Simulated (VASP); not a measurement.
Data:

```
CELL_PARAMETERS angstrom
      0.00000     3.15252     3.15252
      3.15252     0.00000     3.15252
      3.15252     3.15252     0.00000
ATOMIC_POSITIONS crystal
  Te 0.50000 0.50000 0.50000
  Sn 0.00000 0.00000 0.00000
```

Calculation: PBE GGA with D3 dispersion (Becke-Johnson damping), VASP's PBE PAW potentials (set 64) (plane waves; VASP). Numerical set-up: 400 eV cut-off, 8×8×8 Γ-centred mesh, tetrahedra with Blöchl corrections, potentials Te Sn_d.

Unless said otherwise, spin-orbit coupling is left out, though it shifts the bands of the heavy elements here.

Task: Tabulate the total density of states (states/eV per cell) against energy (eV; zero at the valence-band maximum or, without a gap, the Fermi level).

Result: 
```
E (eV)  DOS (states/eV)
------  ---------------
-9.98              0.00
-9.86              0.00
-9.62              0.00
-9.50              0.00
-9.27              0.00
-9.15              0.00
-8.91              0.00
-8.79              0.00
-8.56              0.00
-8.44              0.00
-8.32              0.02
-8.08              0.63
-7.96              0.88
-7.73              1.71
-7.61              1.97
-7.37              1.36
-7.25              1.17
-7.01              1.04
-6.90              0.86
-6.78              0.60
-6.54              0.33
-6.42              0.28
-6.18              0.17
-6.07              0.14
-5.83              0.11
-5.71              0.10
-5.47              0.11
-5.35              0.19
-5.24              0.39
-5.00              0.45
-4.88              0.61
-4.64              0.70
-4.52              0.72
-4.29              0.89
-4.17              0.98
-3.93              1.32
-3.81              1.46
-3.69              1.67
-3.46              1.64
-3.34              1.66
-3.10              1.69
-2.98              1.72
-2.74              1.76
-2.63              1.84
-2.51              1.74
-2.27              1.82
-2.15              1.86
-1.91              1.33
-1.80              0.93
-1.56              0.90
-1.44              1.10
-1.20              1.75
-1.08              1.75
-0.97              1.35
-0.73              0.61
-0.61              0.42
-0.37              0.07
-0.25              0.02
-0.02              0.00
0.10               0.00
0.34               0.03
0.46               0.09
0.58               0.44
0.81               1.90
0.93               2.21
1.17               1.74
1.29               1.59
1.52               1.28
1.64               1.23
1.88               1.21
2.00               1.23
2.12               1.26
2.35               1.46
2.47               1.73
2.71               1.89
2.83               1.59
3.07               1.54
3.18               1.60
3.42               1.32
3.54               1.38
```
Within 2 eV below the valence-band maximum the largest weight inside VASP's projection spheres is Te p, then Sn s.

The structure comes from a measured SnTe entry (Fm-3m) of the Crystallography Open Database, whose conditions weren't checked. It was relaxed first.
